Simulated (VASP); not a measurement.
Calculation: PBE0 hybrid, VASP's PBE PAW potentials (set 64) (plane waves; VASP 6.6.1).

VASP ran on this input.

POSCAR:
```
CsI
9.2474810
  0.4999999909   0.0000000000   0.0000000000
  0.0000000000   0.4999999909   0.0000000000
  0.0000000000   0.0000000000   0.4999999909
Cs I
1 1
Direct
  0.0000000000   0.0000000000   0.0000000000
  0.5000000000   0.5000000000   0.5000000000
```

INCAR:
```
SYSTEM = CsI
PREC = Accurate
ENCUT = 520
EDIFF = 1E-6
NELM = 60
ALGO = Normal
LREAL = .FALSE.
LASPH = .TRUE.
ISMEAR = 0
SIGMA = 0.05
GGA = PE
AEXX = 0.25
HFRCUT = -1
LHFCALC = .TRUE.
PRECFOCK = Fast
ISYM = 3
LMAXMIX = 4
LWAVE = .FALSE.
LCHARG = .FALSE.
ISIF = 2
```

**KPOINTS**
```
Regular mesh
0
Gamma
4 4 4
0 0 0
```

POTCAR, in this order: Cs_sv I (PBE.64 set). Program: vasp_std. Read from the step before: WAVECAR.

**Question.** What will the output report for the number of irreducible k-points (NKPTS), largest plane-wave count, number of space-group operations, FFT grid (NGX, NGY, NGZ)?

**Answer.** 
```json
{
 "number of irreducible k-points (NKPTS)": "10",
 "largest_plane_wave_count": "2680",
 "number_of_space_group_operations": "48",
 "FFT grid (NGX, NGY, NGZ)": "36 × 36 × 36"
}
```

The compound is CsI in the CsCl type structure. This cell is one point of a volume scan, at 0.97 of the reference volume. The cell's shape comes from a PBE relaxation.
